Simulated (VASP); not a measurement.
Calculation: LDA (Ceperley-Alder, Perdew-Zunger), VASP's LDA PAW potentials (set 64) (plane waves; VASP). Each cell was relaxed at this level, without spin-orbit coupling.

Q: Which of these comes out without a gap?
A) GaAs, F-43m (216)
B) CdF2, Fm-3m (225)
C) HfN, Fm-3m (225)
D) BP, F-43m (216)

A: C, HfN, Fm-3m (225). The others have gaps of 2.94 eV (CdF2, Fm-3m (225)), 1.15 eV (BP, F-43m (216)), 0.53 eV (GaAs, F-43m (216)).
